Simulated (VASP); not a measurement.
OSZICAR of a VASP run on Ni (space group P6_3/mmc):

File OSZICAR:
```
       N       E                     dE             d eps       ncg     rms          rms(c)
DAV:   1     0.632295288073E+02    0.63230E+02   -0.83650E+03  8340   0.163E+03
DAV:   2    -0.262910989871E+02   -0.89521E+02   -0.85062E+02  8135   0.263E+02
DAV:   3    -0.284792729455E+02   -0.21882E+01   -0.21529E+01  9689   0.575E+01
DAV:   4    -0.285045083229E+02   -0.25235E-01   -0.25231E-01 11340   0.484E+00
DAV:   5    -0.285048072521E+02   -0.29893E-03   -0.29893E-03  9887   0.440E-01    0.153E+01
DAV:   6    -0.249443612998E+02    0.35604E+01   -0.20809E+01  8660   0.102E+02    0.109E+01
DAV:   7    -0.238098924756E+02    0.11345E+01   -0.37869E+00  8534   0.401E+01    0.295E+00
DAV:   8    -0.238036961904E+02    0.61963E-02   -0.56239E-02 11140   0.364E+00    0.175E+00
DAV:   9    -0.237997002895E+02    0.39959E-02   -0.53998E-03 10725   0.128E+00    0.740E-01
DAV:  10    -0.237977847110E+02    0.19156E-02   -0.18532E-02 10291   0.294E+00    0.277E-01
DAV:  11    -0.237990514372E+02   -0.12667E-02   -0.19991E-03 10907   0.778E-01    0.193E-01
DAV:  12    -0.237995368478E+02   -0.48541E-03   -0.15276E-03 11741   0.772E-01    0.106E-01
DAV:  13    -0.237993484018E+02    0.18845E-03   -0.15822E-03 11090   0.840E-01    0.697E-02
DAV:  14    -0.238000257167E+02   -0.67731E-03   -0.24526E-04  9907   0.305E-01    0.352E-02
DAV:  15    -0.238000390729E+02   -0.13356E-04   -0.18395E-05 10315   0.696E-02    0.362E-02
DAV:  16    -0.238000427525E+02   -0.36796E-05   -0.26203E-05 10087   0.115E-01    0.750E-03
DAV:  17    -0.238000183305E+02    0.24422E-04   -0.21569E-06  6338   0.288E-02    0.372E-03
DAV:  18    -0.238000082055E+02    0.10125E-04   -0.11074E-06  4330   0.247E-02    0.150E-03
DAV:  19    -0.238000130130E+02   -0.48075E-05   -0.33851E-07  4267   0.722E-03    0.566E-04
DAV:  20    -0.238000165678E+02   -0.35548E-05   -0.82815E-08  4281   0.502E-03    0.390E-04
DAV:  21    -0.238000183842E+02   -0.18164E-05   -0.20445E-08  4239   0.326E-03    0.259E-04
DAV:  22    -0.238000175716E+02    0.81261E-06   -0.75922E-09  4274   0.146E-03
   1 F= -.23800018E+02 E0= -.23800049E+02  d E =-.238000E+02  mag=     1.3341
       N       E                     dE             d eps       ncg     rms          rms(c)
DAV:   1    -0.238500232788E+02   -0.50005E-01   -0.51180E-01  8436   0.133E+01    0.185E+00
DAV:   2    -0.238129828286E+02    0.37040E-01   -0.23900E-01  8954   0.110E+01    0.965E-01
DAV:   3    -0.238015373631E+02    0.11445E-01   -0.37035E-02  9052   0.432E+00    0.361E-01
DAV:   4    -0.238006045262E+02    0.93284E-03   -0.43421E-04 11167   0.314E-01    0.161E-01
DAV:   5    -0.238002755062E+02    0.32902E-03   -0.14873E-04 11770   0.165E-01    0.373E-02
DAV:   6    -0.238002725593E+02    0.29469E-05   -0.38617E-05  9568   0.126E-01    0.197E-02
DAV:   7    -0.238002809095E+02   -0.83502E-05   -0.46169E-06  9404   0.365E-02    0.129E-02
DAV:   8    -0.238002884793E+02   -0.75698E-05   -0.17686E-06  5966   0.275E-02    0.512E-03
DAV:   9    -0.238002819445E+02    0.65348E-05   -0.30778E-07  4169   0.104E-02    0.955E-04
DAV:  10    -0.238002814366E+02    0.50788E-06   -0.98778E-08  4127   0.394E-03
   2 F= -.23800281E+02 E0= -.23800378E+02  d E =-.263865E-03  mag=     1.3329
       N       E                     dE             d eps       ncg     rms          rms(c)
DAV:   1    -0.238108725755E+02   -0.10591E-01   -0.10437E-01  8408   0.606E+00    0.834E-01
DAV:   2    -0.238034236474E+02    0.74489E-02   -0.49072E-02  8975   0.495E+00    0.437E-01
DAV:   3    -0.238009849442E+02    0.24387E-02   -0.75530E-03  8996   0.196E+00    0.164E-01
DAV:   4    -0.238008123672E+02    0.17258E-03   -0.90320E-05 10937   0.142E-01    0.731E-02
DAV:   5    -0.238007855879E+02    0.26779E-04   -0.32577E-05 11473   0.767E-02    0.158E-02
DAV:   6    -0.238007887211E+02   -0.31332E-05   -0.58498E-06  8973   0.483E-02    0.900E-03
DAV:   7    -0.238007865707E+02    0.21504E-05   -0.10028E-06  5081   0.204E-02    0.668E-03
DAV:   8    -0.238007833095E+02    0.32612E-05   -0.60059E-07  4148   0.155E-02    0.204E-03
DAV:   9    -0.238007842475E+02   -0.93797E-06   -0.11571E-07  4085   0.490E-03
   3 F= -.23800784E+02 E0= -.23800850E+02  d E =-.766676E-03  mag=     1.3335
       N       E                     dE             d eps       ncg     rms          rms(c)
DAV:   1    -0.238007913727E+02   -0.80632E-05   -0.62581E-05  8387   0.148E-01    0.205E-02
DAV:   2    -0.238007863261E+02    0.50467E-05   -0.29363E-05  8982   0.121E-01    0.107E-02
DAV:   3    -0.238007856006E+02    0.72548E-06   -0.45702E-06  7393   0.481E-02
   4 F= -.23800786E+02 E0= -.23800852E+02  d E =-.768029E-03  mag=     1.3335
       N       E                     dE             d eps       ncg     rms          rms(c)
DAV:   1    -0.238021530547E+02   -0.13667E-02   -0.26081E-02  9143   0.199E+00    0.284E-01
DAV:   2    -0.238011738516E+02    0.97920E-03   -0.38250E-03  9710   0.139E+00    0.150E-01
DAV:   3    -0.238009916197E+02    0.18223E-03   -0.72729E-04  9689   0.588E-01    0.753E-02
DAV:   4    -0.238009083957E+02    0.83224E-04   -0.63673E-05 10991   0.131E-01    0.304E-02
DAV:   5    -0.238008940679E+02    0.14328E-04   -0.65558E-06  8895   0.380E-02    0.809E-03
DAV:   6    -0.238008950641E+02   -0.99614E-06   -0.21167E-06  4495   0.285E-02
   5 F= -.23800895E+02 E0= -.23800992E+02  d E =-.109464E-03  mag=     1.3351
```

Which electronic solver shows in the log?

It is blocked Davidson (ALGO = Normal, or the opening steps of other solvers). The INCAR had ALGO = Normal.

How was spin treated?

Collinear spin (ISPIN = 2): the summary line carries one mag value, 1.34 μB in the cell.

Can the final energy be trusted as converged?

The run converged. It stopped with EDIFF = 1E-6, NELM = 100, NSW = 60 and EDIFFG = -0.01 after 5 ionic steps (r2SCAN meta-GGA, plane waves, VASP's PBE PAW potentials (set 64)). The run has a spin-polarised start.

The structure comes from a computed database's Ni entry (P6_3/mmc); how it stands against other phases isn't given here. This run relaxes it. Symmetry was kept, so distortions that lower it aren't found.
